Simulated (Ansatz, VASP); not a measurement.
# Li2MgOF2: VASP beside Ansatz, part 3 of 3

Wanted: the spread between two codes on one cell, functional and k mesh. The cell is generated by rule, not measured, and may not be a known phase. Of the first pair: The cell is taken from a series of runs on this material, whose earlier steps may have relaxed, scaled, displaced or heated it; both programs get it as it stands.

VASP 6.6.1 and Ansatz 0.2.0.

So far: VASP: relaxation of cell and atoms, PBE, pair 1; Ansatz: relaxation of cell and atoms, PBE, pair 1; Side by side; Ansatz: relaxation of cell and atoms, PBE, pair 2; VASP: relaxation of cell and atoms, PBE, pair 2; Comparison.

## (8) Ansatz: relaxation of cell and atoms, PBE, pair 3

Level of this step: Ansatz beside VASP: Kohn-Sham DFT, plane waves, PBE (Ansatz).

The relaxed volume is the usual yardstick between codes: in a stiff, nearly cubic crystal its relative difference is about their pressure difference at one cell divided by the bulk modulus. Its start cell is another than that of the pair before, and may be another structure of the material.

The cell is taken from a series of runs on this material, whose earlier steps may have relaxed, scaled, displaced or heated it; both programs get it as it stands.

input.yaml

```yaml
crystal:
  lattice:
    - [2.0742020896, 2.0742020896, 0.0]
    - [-2.0742020896, 2.0742020896, 0.0]
    - [2.0742020896, 0.0, 6.2283657235]
  atoms:
    - { symbol: F, position: [0.8293391684, 0.1706608316, 0.3413216632] }
    - { symbol: F, position: [0.1706608316, 0.8293391684, 0.6586783368] }
    - { symbol: Li, position: [0.33427319, 0.66572681, 0.3314536201] }
    - { symbol: Li, position: [0.66572681, 0.33427319, 0.6685463799] }
    - { symbol: Mg, position: [0.0, 0.0, 0.0] }
    - { symbol: O, position: [0.5, 0.5, 0.0] }
kpoints:
  mp_grid: { grid: [8, 8, 8] }
hamiltonian:
  xc: pbe
scf:
  occupations: { method: fixed }
output:
  forces: true
  stress: true
  eigenvalues: true
relax:
  adjacent_minimum: "off"
  f_tol: 0.001
  max_steps: 60
  cell: { stress_tol: 0.01 }
```

Command:

```console
ansatz run input.yaml --threads 8 --pin off --max-ram 14336MiB --backend cpu --events-out ev --progress --plain --runs-dir out
```

Numbers of over 12 decimals in the logs are rounded to 6 here.

Output:

```text
[...]
Crystal: 6 atoms, lattice volume = 53.593 Å³
Basis set: ecut = 420 eV, 1025 PW (Γ), exchange–correlation on 40×40×90 points (8 copies of the dense FFT grid, shifted against one another)
Bands: 24, of which v1, the nominal top of the filled ones, is band 18 counted from 1 (17 counted from 0)
Symmetry: 16 space group operations
[...]
k-points: 59 of 512
[...]
cell:  # Å, volume = 53.5858 Å³
    - [2.073825, 2.073825, 0.0]
    - [-2.073825, 2.073825, 0.0]
    - [2.073825, 0, 6.229821]
  atoms:
    - { symbol: F, position: [0.829357, 0.170643, 0.341286] }
    - { symbol: F, position: [0.170643, 0.829357, 0.658714] }
    - { symbol: Li, position: [0.334281, 0.665719, 0.331438] }
    - { symbol: Li, position: [0.665719, 0.334281, 0.668562] }
    - { symbol: Mg, position: [0, 0, 0.0] }
    - { symbol: O, position: [0.5, 0.5, 0.0] }
[key lines of the parts left out:]
SCF converged after 10 iterations
Free energy (F): -4526.272274 eV
Fermi energy:    4.696685 eV
P = ⅓ Tr σ = 0.0007 GPa (0.007 kbar)
```

## (9) VASP: relaxation of cell and atoms, PBE, pair 3

The same cell, functional and mesh now go to VASP, with its own data sets.

INCAR

```
SYSTEM = Li2MgOF2
PREC = Accurate
ENCUT = 750
EDIFF = 1E-07
NELM = 120
ISMEAR = 0
SIGMA = 0.01
LREAL = .FALSE.
ALGO = Normal
GGA = PE
NBANDS = 20
LORBIT = 11
LWAVE = .FALSE.
LCHARG = .FALSE.
ISIF = 3
IBRION = 2
NSW = 80
EDIFFG = -0.005
LASPH = .TRUE.
GGA_COMPAT = .FALSE.
NELMIN = 4
EFERMI = MIDGAP
KPAR = 2
```

POSCAR

```
Li2MgOF2
1.0
    2.0742020000      2.0742020000      0.0000000000
   -2.0742020000      2.0742020000      0.0000000000
    2.0742020000      0.0000000000      6.2283660000
F Li Mg O
2 2 1 1
Direct
    0.8293391878      0.1706608122      0.3413216243
    0.1706608122      0.8293391878      0.6586783757
    0.3342732267      0.6657267733      0.3314535466
    0.6657268536      0.3342731464      0.6685462929
    0.0000000000      0.0000000000      0.0000000000
    0.5000000000      0.5000000000      0.0000000000
```

KPOINTS

```
Automatic mesh
0
Gamma
8 8 8
0 0 0
```

The projector-augmented-wave data sets are F, Li_sv, Mg and O (PBE family, release 64).

Command:

```console
mpirun -np 2 vasp_std
```

Output:

```text
[... set-up lines as in an earlier step ...]
 entering main loop
       N       E                     dE             d eps       ncg     rms          rms(c)
DAV:   1     0.228012998507E+03    0.22801E+03   -0.18556E+04  2416   0.191E+03
DAV:   2    -0.162865483069E+02   -0.24430E+03   -0.23543E+03  2868   0.410E+02
DAV:   3    -0.326805516995E+02   -0.16394E+02   -0.16322E+02  3876   0.931E+01
DAV:   4    -0.337237519547E+02   -0.10432E+01   -0.10416E+01  3532   0.155E+01
[...]
DAV:  12    -0.309998829214E+02    0.66043E-06   -0.19916E-05  3520   0.326E-02    0.426E-03
DAV:  13    -0.309998834964E+02   -0.57493E-06   -0.13745E-06  2744   0.105E-02    0.164E-03
DAV:  14    -0.309998834614E+02    0.34951E-07   -0.31958E-07  2660   0.431E-03
   1 F= -.30999883E+02 E0= -.30999883E+02  d E =-.309999E+02
[...]
N       E                     dE             d eps       ncg     rms          rms(c)
DAV:   1    -0.310100313810E+02   -0.10148E-01   -0.16342E-01  2408   0.357E+00    0.770E-01
[...]
DAV:   5    -0.310008640926E+02    0.88213E-06   -0.82715E-06  3092   0.247E-02    0.273E-03
DAV:   6    -0.310008644571E+02   -0.36451E-06   -0.57442E-07  2960   0.640E-03    0.118E-03
DAV:   7    -0.310008648555E+02   -0.39844E-06   -0.10290E-07  1628   0.322E-03    0.268E-04
DAV:   8    -0.310008648481E+02    0.74356E-08   -0.17096E-08  1320   0.109E-03
   2 F= -.31000865E+02 E0= -.31000865E+02  d E =-.981387E-03
 trial-energy change:   -0.000981  1 .order   -0.000989   -0.001668   -0.000310
 step:   1.2385(harm=  1.2284)  dis= 0.00121  next Energy=   -31.000902 (dE=-0.102E-02)
[...]
N       E                     dE             d eps       ncg     rms          rms(c)
DAV:   1    -0.310014201319E+02   -0.55528E-03   -0.93002E-03  2408   0.852E-01    0.183E-01
DAV:   2    -0.310009110880E+02    0.50904E-03   -0.20271E-03  2612   0.362E-01    0.323E-02
DAV:   3    -0.310009035211E+02    0.75668E-05   -0.38434E-05  2768   0.521E-02    0.189E-02
DAV:   4    -0.310008987812E+02    0.47399E-05   -0.58137E-06  3880   0.206E-02    0.288E-03
DAV:   5    -0.310008987969E+02   -0.15728E-07   -0.45040E-07  3060   0.584E-03
   3 F= -.31000899E+02 E0= -.31000899E+02  d E =-.101534E-02
[...]
reached required accuracy - stopping structural energy minimisation
```

Parts of OUTCAR (step 9):

```text
  Total        0.0047574      0.0047574     -0.0141347      0.0000000     -0.0000000     -0.0000000
  in kB        0.1433317      0.1433317     -0.4258574      0.0000000     -0.0000000     -0.0000000
  external PRESSURE =      -0.0463980 kB  Pullay stress =       0.0000000 kB

 POSITION                                       TOTAL-FORCE (eV/Angst)
 -----------------------------------------------------------------------------------
      2.06876      2.06876      2.11935         0.000000      0.000000      0.003556
      0.00000      2.06876      4.09342        -0.000000      0.000000     -0.003556
     -0.00000      2.06876      2.05955        -0.000000      0.000000      0.002873
      2.06876      2.06876      4.15322         0.000000      0.000000     -0.002873
      2.06876      0.00000      6.21277        -0.000000      0.000000      0.000000
      2.06876      2.06876      6.21277        -0.000000      0.000000      0.000000
 -----------------------------------------------------------------------------------
    total drift:                               -0.000000     -0.000000      0.000387

  FREE ENERGIE OF THE ION-ELECTRON SYSTEM (eV)
  ---------------------------------------------------
  free  energy   TOTEN  =       -31.0008987969 eV

  energy  without entropy=      -31.0008987969  energy(sigma->0) =      -31.00089880

[... 2 parts as in an earlier step ...]

[... 2 further parts left out ...]
[key lines of the parts left out:]
E-fermi :   4.5543
```

## (10) Differences

What differs besides the data sets and the points named for the pairs above, as far as they apply: fixed occupations in Ansatz, narrow Gaussian smearing in VASP; the data sets hold 36 valence electrons in Ansatz (on its default PAW (the set named soft_2) files) and 28 in VASP. Total energies have different zeros and are not compared.

Compared:

```csv
quantity,Ansatz,VASP,difference
volume (Å³),53.59,53.18,+0.77 %
"edge a after relaxation, in the typed setting (Å)",2.933,2.926,+0.24 %
"edge c after relaxation, in the typed setting (Å)",6.566,6.548,+0.27 %
```

## (11) Results

```json
{
 "difference in volume (relaxation of cell and atoms, PBE, pair 1)": "0.79 %",
 "difference in volume (relaxation of cell and atoms, PBE, pair 2)": "0.74 %",
 "difference in volume (relaxation of cell and atoms, PBE, pair 3)": "0.77 %"
}
```

The difference in volume is 0.79 % (relaxation of cell and atoms, PBE, pair 1), within the 1.2 % picked in this series as the mark of a large difference, as far as the stopping tolerances let one tell. The data sets hold unlike numbers of valence electrons (36 in Ansatz and 28 in VASP), so part of the differences comes from the potentials. How closely two codes agree says nothing of how well the functional describes the real material.

[Lines on the potential files, build, host, timing and source positions are cut from VASP's logs without a mark.]

[Logs are printed without paths, hosts, clocks, repeated set-up lines and the standing remarks that a program may print on its own settings, such as how far it seeks lower states.]

[Hosts, paths, dates, database ids (printed as entryN), source tags and the programs' standing remarks are cut or masked in the printed files.]
